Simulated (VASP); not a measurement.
# PbF2 (Fluorocronite) with PBE: from relaxation to properties, part 3 of 6

Aim: relax PbF2 (Fluorocronite), then compute properties on the relaxed cell. The start is a cell from a database of measured crystal structures.

VASP 6.6.1; PBE; plane waves and PAW (Pb_d, F).

So far, gap on the k-mesh (eV): step 2 (full relaxation (PBE)) 4.46.

### 6. Density of states (PBE)

A density of states needs more k-points than a total energy; ISMEAR = -5 takes tetrahedra, and LORBIT projects the states on the PAW spheres. The mesh is finer than in the run before.

INCAR reads:

```
SYSTEM = PbF2
PREC = Accurate
ENCUT = 520
EDIFF = 1E-06
NELM = 100
ISMEAR = -5
SIGMA = 0.05
LREAL = .FALSE.
ALGO = Normal
GGA = PE
NBANDS = 27
LORBIT = 11
LWAVE = .FALSE.
LCHARG = .FALSE.
KPAR = 2
NEDOS = 2001
```

POSCAR reads:

```
PbF2
1.0
    0.0000000000      2.9964786990      2.9964786990
    2.9964786990      0.0000000000      2.9964786990
    2.9964786990      2.9964786990      0.0000000000
Pb F
1 2
Direct
    0.0000000000      0.0000000000      0.0000000000
    0.2500000000      0.2500000000      0.2500000000
    0.7500000000      0.7500000000      0.7500000000
```

KPOINTS reads:

```
Automatic mesh
0
Gamma
10 10 10
0 0 0
```

The projector-augmented-wave data sets are Pb_d and F (PBE family, release 64).

Command:

```bash
> mpirun -np 2 vasp_std
```

Output:

```text
[... set-up lines as in an earlier step ...]
 entering main loop
       N       E                     dE             d eps       ncg     rms          rms(c)
DAV:   1     0.291507976431E+03    0.29151E+03   -0.13664E+04  2594   0.118E+03
DAV:   2     0.106718317101E+02   -0.28084E+03   -0.25586E+03  2699   0.359E+02
DAV:   3    -0.156309439976E+02   -0.26303E+02   -0.26012E+02  2971   0.113E+02
DAV:   4    -0.163338969773E+02   -0.70295E+00   -0.70237E+00  3048   0.189E+01
DAV:   5    -0.163549459074E+02   -0.21049E-01   -0.21047E-01  3295   0.342E+00    0.808E+00
DAV:   6    -0.143663652522E+02    0.19886E+01   -0.74611E+00  3531   0.181E+01    0.274E+00
DAV:   7    -0.143592003074E+02    0.71649E-02   -0.43747E-01  2770   0.325E+00    0.160E+00
DAV:   8    -0.143538019633E+02    0.53983E-02   -0.11197E-01  2730   0.286E+00    0.613E-01
DAV:   9    -0.143495347237E+02    0.42672E-02   -0.17867E-02  3256   0.812E-01    0.109E-01
DAV:  10    -0.143507633582E+02   -0.12286E-02   -0.17337E-03  2673   0.325E-01    0.447E-02
DAV:  11    -0.143507023071E+02    0.61051E-04   -0.14760E-04  2952   0.973E-02    0.150E-02
DAV:  12    -0.143507101618E+02   -0.78547E-05   -0.37911E-05  2818   0.478E-02    0.768E-03
DAV:  13    -0.143507113088E+02   -0.11470E-05   -0.38971E-06  2776   0.155E-02    0.785E-04
DAV:  14    -0.143507113637E+02   -0.54938E-07   -0.11927E-07  2327   0.242E-03
   1 F= -.14350711E+02 E0= -.14350711E+02  d E =0.000000E+00
```

The job ended after 58 s (2 MPI ranks of AMD EPYC 7R43, shared host; peak memory 0.34 GiB; 1.9 min of CPU time).

From OUTCAR (step 6):

```text
   k-points           NKPTS =     47   k-points in BZ     NKDIM =     47   number of bands    NBANDS=     27

   NELECT =      28.0000    total number of electrons

 E-fermi :   1.4917

 k-point     2 :       0.1000    0.0000    0.0000
  band No.  band energies     occupation
    ...
     10      -0.7903      2.00000
     11      -0.7903      2.00000
     12      -0.3005      2.00000
     13      -0.3005      2.00000
     14      -0.0322      2.00000
     15       7.8667      0.00000
     16       8.3056      0.00000
     17       8.3056      0.00000
     18      12.6443      0.00000
     19      16.2708      0.00000
    ...

  Total        0.0184587      0.0184587      0.0184587      0.0000000      0.0000000      0.0000000
  in kB        0.5496022      0.5496022      0.5496022      0.0000000      0.0000000      0.0000000
  external PRESSURE =       0.5496022 kB  Pullay stress =       0.0000000 kB

 POSITION                                       TOTAL-FORCE (eV/Angst)
 -----------------------------------------------------------------------------------
      0.00000      0.00000      0.00000         0.000000     -0.000000      0.000000
      1.49824      1.49824      1.49824         0.000000     -0.000000      0.000000
      4.49472      4.49472      4.49472        -0.000000      0.000000     -0.000000
 -----------------------------------------------------------------------------------
    total drift:                                0.000000     -0.000000      0.000000

  FREE ENERGIE OF THE ION-ELECTRON SYSTEM (eV)
  ---------------------------------------------------
  free  energy   TOTEN  =       -14.3507113637 eV

  energy  without entropy=      -14.3507113637  energy(sigma->0) =      -14.35071136

[... 9 parts as in an earlier step ...]

[... 7 further parts left out ...]
```

Numbers from this step:

* irreducible k-points: 47
* Fermi energy: 1.492 eV
* pressure: 0.05496 GPa
* valence top at k: -0.3, 0.4, 0.2
* conduction bottom at k: 0.5, 0.5, 0
* least direct gap at k: 0.5, 0.5, 0
* gap on the k-mesh: 4.426 eV
* least direct gap on the k-mesh: 4.561 eV

The density of states has structure finer than the step of the table below, so its rows give means over 1 eV, whole bins alone (the curve runs from -12.0 to 12.4 eV). Peaks (eV: height): total -2.6: 6.17, -1.5: 9.31, 0.0: 8.08, 7.6: 7.50; F p -2.6: 4.09, -1.4: 7.36, 0.0: 4.77, 7.6: 1.42; Pb p 5.3: 1.16, 7.1: 1.97, 7.6: 3.56; Pb s -6.1: 1.77, 0.0: 2.24; F s -5.8: 0.0374, 5.3: 0.121, 6.5: 0.0254.

States under -12.0 eV and over 12.4 eV are left out. Density of states against energy, zero at the valence-band top; means over each step; values in states/eV/cell:

```
energy (eV)    total      F p     Pb p     Pb s      F s
         -7        0        0        0        0        0
         -6     1.71    0.306   5.2e-4    0.884   0.0181
         -5    0.292   0.0327   2.0e-4    0.170   0.0110
         -4        0        0        0        0        0
         -3     3.67     2.32    0.178  0.00289  0.00632
         -2     5.02     3.72   0.0770  0.00759  0.00465
         -1     1.72     1.31  0.00568   0.0614  0.00295
          0     1.61    0.957  0.00238    0.423  0.00392
          1        0        0        0        0        0
          2        0        0        0        0        0
          3        0        0        0        0        0
          4  0.00595   9.6e-5  0.00238   2.5e-5   3.5e-4
          5     1.53    0.176    0.526   0.0187   0.0581
          6    0.687   0.0901    0.259  0.00628   0.0201
          7     2.45    0.339     1.16  0.00163   0.0189
          8     1.33    0.249    0.631   1.3e-5   4.6e-4
          9   0.0542  0.00468  0.00299   6.3e-5   4.8e-5
         10    0.582   0.0270   0.0627   5.0e-4  0.00169
         11    0.668   0.0279   0.0708  0.00394  0.00352
```

The gap on this mesh is 4.43 eV. In the top eV of the valence band the largest shares in the PAW spheres are F p 60 % and Pb s 25 %; in the lowest eV of the conduction band, Pb p 34 % and F p 11 %. The rest lies in smaller channels or between the spheres.

### 7. Optical spectrum (PBE)

LOPTICS sums transitions from filled to empty bands. NBANDS is raised for it.

INCAR reads:

```
SYSTEM = PbF2
PREC = Accurate
ENCUT = 520
EDIFF = 1E-06
NELM = 100
ISMEAR = 0
SIGMA = 0.05
LREAL = .FALSE.
ALGO = Normal
GGA = PE
NBANDS = 38
LORBIT = 11
LWAVE = .FALSE.
LCHARG = .FALSE.
KPAR = 2
LOPTICS = .TRUE.
NEDOS = 1500
CSHIFT = 0.1
```

POSCAR is that of step 6.

KPOINTS is that of step 6.

Command:

```bash
> mpirun -np 2 vasp_std
```

Output:

```text
[... set-up lines as in an earlier step ...]
 entering main loop
       N       E                     dE             d eps       ncg     rms          rms(c)
DAV:   1     0.295109978573E+03    0.29511E+03   -0.12378E+04  3752   0.833E+02
DAV:   2     0.138800473218E+02   -0.28123E+03   -0.25197E+03  3774   0.286E+02
DAV:   3    -0.155313247499E+02   -0.29411E+02   -0.28976E+02  4212   0.863E+01
DAV:   4    -0.163381114712E+02   -0.80679E+00   -0.80600E+00  4324   0.141E+01
DAV:   5    -0.163552764718E+02   -0.17165E-01   -0.17164E-01  4504   0.223E+00    0.808E+00
DAV:   6    -0.143681511927E+02    0.19871E+01   -0.57247E+00  5124   0.129E+01    0.269E+00
DAV:   7    -0.143610888910E+02    0.70623E-02   -0.37960E-01  4140   0.234E+00    0.163E+00
DAV:   8    -0.143574197242E+02    0.36692E-02   -0.12703E-01  4206   0.215E+00    0.809E-01
DAV:   9    -0.143496037848E+02    0.78159E-02   -0.20110E-02  4098   0.664E-01    0.119E-01
DAV:  10    -0.143508091590E+02   -0.12054E-02   -0.15513E-03  3932   0.261E-01    0.552E-02
DAV:  11    -0.143507013741E+02    0.10778E-03   -0.20407E-04  4376   0.974E-02    0.201E-02
DAV:  12    -0.143507115783E+02   -0.10204E-04   -0.29092E-05  3964   0.309E-02    0.966E-03
DAV:  13    -0.143507112683E+02    0.31001E-06   -0.55651E-06  3926   0.127E-02
   1 F= -.14350711E+02 E0= -.14350711E+02  d E =-.211677E-10
 optical routines
 imaginary and real dielectric function
 recalculating local potential from charge density
 direction            1
 direction            2
 direction            3
```

Run time: 76 s. Hardware: 2 MPI ranks; peak memory 0.5 GiB; 2.5 min of CPU time.

From OUTCAR (step 7):

```text
   k-points           NKPTS =     47   k-points in BZ     NKDIM =     47   number of bands    NBANDS=     38

   NELECT =      28.0000    total number of electrons

 E-fermi :   1.6953

 k-point     1 :       0.0000    0.0000    0.0000
  band No.  band energies     occupation
    ...
     10      -0.7719      2.00000
     11      -0.7719      2.00000
     12      -0.2839      2.00000
     13      -0.2839      2.00000
     14      -0.2839      2.00000
     15       8.2286      0.00000
     16       8.2286      0.00000
     17       8.2286      0.00000
     18      12.0433      0.00000
     19      16.5683      0.00000
    ...

  Total        0.0131649      0.0131649      0.0131649      0.0000000      0.0000000     -0.0000000
  in kB        0.3919796      0.3919796      0.3919796      0.0000000      0.0000000     -0.0000000
  external PRESSURE =       0.3919796 kB  Pullay stress =       0.0000000 kB

 POSITION                                       TOTAL-FORCE (eV/Angst)
 -----------------------------------------------------------------------------------
      0.00000      0.00000      0.00000        -0.000000      0.000000     -0.000000
      1.49824      1.49824      1.49824        -0.000000     -0.000000     -0.000000
      4.49472      4.49472      4.49472         0.000000      0.000000      0.000000
 -----------------------------------------------------------------------------------
    total drift:                                0.000000     -0.000000      0.000000

  FREE ENERGIE OF THE ION-ELECTRON SYSTEM (eV)
  ---------------------------------------------------
  free  energy   TOTEN  =       -14.3507112683 eV

  energy  without entropy=      -14.3507112683  energy(sigma->0) =      -14.35071127

 plasma frequency squared (from intraband transitions) (eV^2)
  --------------------------------------------------------------------------------------
       0.000       0.000      -0.000
       0.000       0.000       0.000
      -0.000       0.000       0.000

[... 8 parts as in an earlier step ...]

[... 8 further parts left out ...]
```

These are independent-particle spectra without excitons or local fields, and fine structure depends on the mesh and on CSHIFT.

Numbers from this step:

| Item | Value |
| --- | --- |
| SCF cycles | 13 |
| bands | 38 |
| Fermi energy | 1.695 eV |
| pressure | 0.03920 GPa |

The imaginary dielectric function, xx has structure finer than the step of the table below, so its rows give means over 1 eV, whole bins alone (the curve runs from 0 to 25.0 eV). Peaks (eV: height): 5.4: 5.72, 6.9: 5.84, 7.7: 6.58, 9.2: 4.19, 10.8: 2.36, 12.8: 1.59, 21.9: 1.74.

The imaginary dielectric function, xx by photon energy; means over each step:

photon energy (eV), imaginary dielectric function, xx and a bar:
```
        1       0.01 
        2       0.02 
        3       0.05 
        4       0.16 #
        5       2.85 ####################
        6       3.68 #########################
        7       4.36 ##############################
        8       4.38 ##############################
        9       2.91 ####################
       10       1.59 ###########
       11       1.63 ###########
       12       0.93 ######
       13       1.41 ##########
       14       0.73 #####
       15       0.37 ##
       16       0.97 #######
       17       1.32 #########
       18       1.21 ########
       19       1.16 ########
       20       0.88 ######
       21       0.83 ######
       22       1.12 ########
       23       0.33 ##
       24       0.27 ##
```

Real dielectric function, xx against photon energy:

photon energy (eV), real dielectric function, xx and a bar from the least value:
```
      0.0       3.53 ################
      0.5       3.54 ################
      1.0       3.57 ################
      1.5       3.64 #################
      2.0       3.73 #################
      2.5       3.87 #################
      3.0       4.07 ##################
      3.5       4.37 ###################
      4.0       4.86 #####################
      4.5       5.91 #########################
      5.0       7.39 ##############################
      5.5       3.97 ##################
      6.0       3.46 ################
      6.5       3.95 ##################
      7.0       2.25 ############
      7.5       3.53 ################
      8.0      -1.00 
      8.5       0.43 #####
      9.0       1.67 ##########
      9.5      -0.96 
     10.0       0.12 ####
     10.5       0.70 ######
     11.0      -0.16 ###
     11.5       0.24 ####
     12.0       0.75 ######
     12.5       1.11 ########
     13.0       0.51 #####
     13.5       0.35 #####
     14.0       0.19 ####
     14.5       0.66 ######
     15.0       0.96 #######
     15.5       1.44 #########
     16.0       1.50 #########
     16.5       1.25 ########
     17.0       1.08 #######
     17.5       0.89 #######
     18.0       0.84 #######
     18.5       0.67 ######
     19.0       0.57 ######
     19.5       0.55 ######
     20.0       0.22 ####
     20.5       0.60 ######
     21.0       0.98 #######
     21.5       0.73 ######
     22.0      -0.32 ##
     22.5      -0.01 ####
     23.0       0.33 #####
     23.5       0.40 #####
     24.0       0.50 #####
     24.5       0.60 ######
```

The mean of ε2 over directions passes 5 % of its top at 4.44 eV, against a least direct gap of 4.56 eV on this mesh; what lies under the gap is the tail of the broadening by CSHIFT.

[end of part 3 of 6]

[Lines on the potential files, build, host, timing and source positions are cut from VASP's logs without a mark.]

[Logs are printed without paths, hosts, clocks, repeated set-up lines and the standing remarks that a program may print on its own settings, such as how far it seeks lower states.]

[Hosts, paths, dates, database ids (printed as entryN), source tags and the programs' standing remarks are cut or masked in the printed files.]

[A measured line is paired with the nearest computed mode of its activity, which favours agreement.]
